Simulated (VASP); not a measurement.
These are SCAN meta-GGA, VASP's PBE PAW potentials (set 64) (plane waves; VASP) values and carry that method's errors.

VASP input:

**POSCAR**
```
Ag
1
    2.9300000000     0.0000000000     0.0000000000
   -1.4650000000     2.5374540000     0.0000000000
    0.0000000000     0.0000000000     4.7900000000
Ag
2
Direct
  0.3333330000   0.6666670000   0.2500000000
  0.6666670000   0.3333330000   0.7500000000
```

**KPOINTS**
```
Regular mesh
0
Gamma
13 13 7
0 0 0
```

INCAR:
```
SYSTEM = Ag
PREC = Accurate
ENCUT = 400
EDIFF = 1E-6
NELM = 100
ALGO = Normal
LREAL = .FALSE.
LASPH = .TRUE.
ISMEAR = 1
SIGMA = 0.1
METAGGA = SCAN
LMIXTAU = .TRUE.
LMAXMIX = 4
LWAVE = .FALSE.
LCHARG = .FALSE.
IBRION = 2
ISIF = 3
NSW = 60
EDIFFG = -0.01
```

POTCAR, in this order: Ag (PBE.64 set). Program: vasp_std.

Output of the run:

File OSZICAR:
```
...
DAV:   7    -0.627526923785E+02   -0.36581E-03   -0.67168E-05  2723   0.913E-02    0.833E-03
DAV:   8    -0.627525768284E+02    0.11555E-03   -0.68054E-05  2800   0.909E-02    0.381E-03
DAV:   9    -0.627526121902E+02   -0.35362E-04   -0.44247E-07  2114   0.859E-03    0.201E-03
DAV:  10    -0.627526063999E+02    0.57903E-05   -0.17653E-07  1351   0.554E-03    0.133E-03
DAV:  11    -0.627526191523E+02   -0.12752E-04   -0.11622E-07  1260   0.445E-03    0.320E-04
DAV:  12    -0.627526172492E+02    0.19031E-05   -0.92153E-09  1260   0.107E-03    0.160E-04
DAV:  13    -0.627526187464E+02   -0.14972E-05   -0.88559E-10  1260   0.284E-04    0.461E-05
DAV:  14    -0.627526181741E+02    0.57226E-06   -0.47511E-10  1260   0.228E-04
   3 F= -.62752618E+02 E0= -.62752375E+02  d E =-.237587E-01
       N       E                     dE             d eps       ncg     rms          rms(c)
DAV:   1    -0.627543297798E+02   -0.17110E-02   -0.24546E-02  2520   0.185E+00    0.262E-01
DAV:   2    -0.627524818844E+02    0.18479E-02   -0.49512E-03  2520   0.834E-01    0.811E-02
DAV:   3    -0.627525083434E+02   -0.26459E-04   -0.55758E-05  2660   0.775E-02    0.589E-02
DAV:   4    -0.627526602722E+02   -0.15193E-03   -0.10372E-04  2751   0.111E-01    0.153E-02
DAV:   5    -0.627526119564E+02    0.48316E-04   -0.66647E-05  2632   0.946E-02    0.633E-03
DAV:   6    -0.627526211088E+02   -0.91524E-05   -0.93621E-07  2006   0.984E-03    0.488E-03
DAV:   7    -0.627526126510E+02    0.84579E-05   -0.45670E-07  1652   0.672E-03    0.116E-03
DAV:   8    -0.627526265208E+02   -0.13870E-04   -0.33892E-07  1267   0.686E-03    0.248E-04
DAV:   9    -0.627526249653E+02    0.15555E-05   -0.70316E-09  1260   0.900E-04    0.153E-04
DAV:  10    -0.627526235438E+02    0.14215E-05   -0.36705E-09  1260   0.605E-04    0.106E-04
DAV:  11    -0.627526229800E+02    0.56375E-06   -0.15892E-09  1260   0.480E-04
   4 F= -.62752623E+02 E0= -.62752376E+02  d E =-.237635E-01
       N       E                     dE             d eps       ncg     rms          rms(c)
DAV:   1    -0.627529278561E+02   -0.30431E-03   -0.46384E-03  2520   0.806E-01    0.114E-01
DAV:   2    -0.627525272137E+02    0.40064E-03   -0.93204E-04  2520   0.362E-01    0.354E-02
DAV:   3    -0.627525404058E+02   -0.13192E-04   -0.10657E-05  2674   0.340E-02    0.257E-02
DAV:   4    -0.627526256679E+02   -0.85262E-04   -0.19635E-05  2765   0.483E-02    0.666E-03
DAV:   5    -0.627525857588E+02    0.39909E-04   -0.12662E-05  2632   0.413E-02    0.276E-03
DAV:   6    -0.627525894403E+02   -0.36816E-05   -0.19201E-07  1365   0.448E-03    0.211E-03
DAV:   7    -0.627525851111E+02    0.43292E-05   -0.80265E-08  1260   0.290E-03    0.513E-04
DAV:   8    -0.627525912687E+02   -0.61576E-05   -0.64081E-08  1260   0.300E-03    0.984E-05
DAV:   9    -0.627525904630E+02    0.80573E-06   -0.14735E-09  1260   0.393E-04
   5 F= -.62752590E+02 E0= -.62752342E+02  d E =-.237310E-01
       N       E                     dE             d eps       ncg     rms          rms(c)
DAV:   1    -0.627549090430E+02   -0.23178E-02   -0.10131E-01  2695   0.282E+00    0.239E-01
DAV:   2    -0.627532213843E+02    0.16877E-02   -0.13399E-03  2695   0.417E-01    0.132E-01
DAV:   3    -0.627530091292E+02    0.21226E-03   -0.79090E-04  2639   0.322E-01    0.424E-02
DAV:   4    -0.627530194476E+02   -0.10318E-04   -0.19818E-04  2639   0.140E-01    0.232E-02
DAV:   5    -0.627530018253E+02    0.17622E-04   -0.78691E-05  2541   0.938E-02    0.175E-02
DAV:   6    -0.627530570225E+02   -0.55197E-04   -0.52593E-05  2534   0.821E-02    0.774E-03
DAV:   7    -0.627530488097E+02    0.82129E-05   -0.77592E-06  2569   0.304E-02    0.178E-03
DAV:   8    -0.627530474497E+02    0.13600E-05   -0.29075E-07  1365   0.563E-03    0.621E-04
DAV:   9    -0.627530450228E+02    0.24269E-05   -0.66989E-08  1260   0.338E-03    0.145E-04
DAV:  10    -0.627530461174E+02   -0.10946E-05   -0.10106E-08  1260   0.131E-03    0.121E-04
DAV:  11    -0.627530461925E+02   -0.75051E-07   -0.99098E-10  1260   0.291E-04
   6 F= -.62753046E+02 E0= -.62752767E+02  d E =-.455729E-03
       N       E                     dE             d eps       ncg     rms          rms(c)
DAV:   1    -0.627533161817E+02   -0.27006E-03   -0.11314E-02  2695   0.943E-01    0.796E-02
DAV:   2    -0.627531442495E+02    0.17193E-03   -0.14763E-04  2695   0.139E-01    0.440E-02
DAV:   3    -0.627531031208E+02    0.41129E-04   -0.88981E-05  2632   0.108E-01    0.141E-02
DAV:   4    -0.627531109096E+02   -0.77888E-05   -0.22258E-05  2639   0.469E-02    0.779E-03
DAV:   5    -0.627531018761E+02    0.90335E-05   -0.86518E-06  2541   0.311E-02    0.587E-03
DAV:   6    -0.627531193665E+02   -0.17490E-04   -0.58527E-06  2534   0.273E-02    0.261E-03
DAV:   7    -0.627531145178E+02    0.48487E-05   -0.86847E-07  1687   0.102E-02    0.636E-04
DAV:   8    -0.627531139479E+02    0.56987E-06   -0.40015E-08  1260   0.234E-03
   7 F= -.62753114E+02 E0= -.62752831E+02  d E =-.523485E-03
       N       E                     dE             d eps       ncg     rms          rms(c)
DAV:   1    -0.627540058115E+02   -0.89129E-03   -0.45210E-02  2695   0.188E+00    0.159E-01
DAV:   2    -0.627532658011E+02    0.74001E-03   -0.59184E-04  2688   0.277E-01    0.880E-02
DAV:   3    -0.627531538180E+02    0.11198E-03   -0.35735E-04  2632   0.217E-01    0.281E-02
DAV:   4    -0.627531668451E+02   -0.13027E-04   -0.88790E-05  2639   0.937E-02    0.156E-02
DAV:   5    -0.627531515527E+02    0.15292E-04   -0.34498E-05  2548   0.621E-02    0.118E-02
DAV:   6    -0.627531882258E+02   -0.36673E-04   -0.23527E-05  2534   0.548E-02    0.522E-03
DAV:   7    -0.627531802739E+02    0.79519E-05   -0.35543E-06  2455   0.206E-02    0.118E-03
DAV:   8    -0.627531791950E+02    0.10788E-05   -0.13891E-07  1267   0.399E-03    0.386E-04
DAV:   9    -0.627531776791E+02    0.15159E-05   -0.24192E-08  1260   0.200E-03    0.937E-05
DAV:  10    -0.627531784120E+02   -0.73280E-06   -0.39784E-09  1260   0.817E-04
   8 F= -.62753178E+02 E0= -.62752898E+02  d E =-.587949E-03
       N       E                     dE             d eps       ncg     rms          rms(c)
DAV:   1    -0.627533395390E+02   -0.16186E-03   -0.10170E-02  2702   0.893E-01    0.754E-02
DAV:   2    -0.627531389948E+02    0.20054E-03   -0.13111E-04  2674   0.130E-01    0.417E-02
DAV:   3    -0.627531503301E+02   -0.11335E-04   -0.80469E-05  2653   0.104E-01    0.133E-02
DAV:   4    -0.627531396399E+02    0.10690E-04   -0.20102E-05  2639   0.448E-02    0.738E-03
DAV:   5    -0.627531515179E+02   -0.11878E-04   -0.77262E-06  2541   0.296E-02    0.560E-03
DAV:   6    -0.627531351640E+02    0.16354E-04   -0.53721E-06  2527   0.263E-02    0.249E-03
DAV:   7    -0.627531419357E+02   -0.67717E-05   -0.80782E-07  1603   0.991E-03    0.600E-04
DAV:   8    -0.627531425643E+02   -0.62859E-06   -0.36005E-08  1260   0.224E-03
   9 F= -.62753143E+02 E0= -.62752860E+02  d E =-.552101E-03
       N       E                     dE             d eps       ncg     rms          rms(c)
DAV:   1    -0.627538465359E+02   -0.70460E-03   -0.10426E-02  2520   0.121E+00    0.171E-01
DAV:   2    -0.627532928149E+02    0.55372E-03   -0.21008E-03  2520   0.543E-01    0.537E-02
DAV:   3    -0.627532660154E+02    0.26799E-04   -0.24074E-05  2653   0.511E-02    0.390E-02
DAV:   4    -0.627530756563E+02    0.19036E-03   -0.44752E-05  2779   0.729E-02    0.994E-03
DAV:   5    -0.627531923076E+02   -0.11665E-03   -0.29208E-05  2625   0.626E-02    0.417E-03
DAV:   6    -0.627531887489E+02    0.35587E-05   -0.42808E-07  1715   0.665E-03    0.319E-03
DAV:   7    -0.627531958883E+02   -0.71394E-05   -0.18430E-07  1267   0.437E-03    0.725E-04
DAV:   8    -0.627531866597E+02    0.92286E-05   -0.15067E-07  1274   0.460E-03    0.152E-04
DAV:   9    -0.627531879450E+02   -0.12853E-05   -0.34437E-09  1260   0.600E-04    0.737E-05
DAV:  10    -0.627531886732E+02   -0.72818E-06   -0.13541E-09  1260   0.360E-04
  10 F= -.62753189E+02 E0= -.62752907E+02  d E =-.461089E-04
```

### OUTCAR
```
------------------------ aborting loop because EDIFF is reached ----------------------------------------
  FORCE on cell =-STRESS in cart. coord.  units (eV):
  Direction    XX          YY          ZZ          XY          YZ          ZX
  --------------------------------------------------------------------------------------
  Total       -0.0157719     -0.0157719     -0.0117842      0.0000000     -0.0000000      0.0000000
  in kB       -0.7434107     -0.7434104     -0.5554505      0.0000000     -0.0000000      0.0000000
  external PRESSURE =      -0.6807572 kB  Pullay stress =       0.0000000 kB
  volume of cell :       33.99
      direct lattice vectors                 reciprocal lattice vectors
     2.871126649  0.000000000  0.000000000     0.348295329  0.201088435  0.000000000
    -1.435563324  2.486468208  0.000000000     0.000000000  0.402176869  0.000000000
    -0.000000000 -0.000000000  4.761368887     0.000000000 -0.000000000  0.210023635
 POSITION                                       TOTAL-FORCE (eV/Angst)
 -----------------------------------------------------------------------------------
     -0.00000      1.65765      1.19034         0.000000     -0.000000      0.000000
      1.43556      0.82882      3.57103        -0.000000      0.000000     -0.000000
 -----------------------------------------------------------------------------------
    total drift:                               -0.000140      0.000099     -0.000014
  FREE ENERGIE OF THE ION-ELECTRON SYSTEM (eV)
  ---------------------------------------------------
  free  energy   TOTEN  =       -62.7531886732 eV

  energy  without entropy=      -62.7523425550  energy(sigma->0) =      -62.75290663

 reached required accuracy - stopping structural energy minimisation
```
(Selected blocks of OUTCAR.)

File CONTCAR:
```
Ag
   1.00000000000000
     2.8711266487637568    0.0000000000000000    0.0000000000000000
    -1.4355633243818784    2.4864682082903573    0.0000000000000000
    -0.0000000000000000   -0.0000000000000000    4.7613688866196400
  Ag
     2
Direct
     0.3333330000000032    0.6666669999999968    0.2500000000000000
     0.6666669999999968    0.3333330000000032    0.7500000000000000
```

Energy and stress use the plane-wave basis of the starting cell.

The structure comes from a measured Ag entry (P6_3/mmc) of the Crystallography Open Database, whose conditions weren't checked. This run relaxes it. Symmetry was kept, so distortions that lower it aren't found.
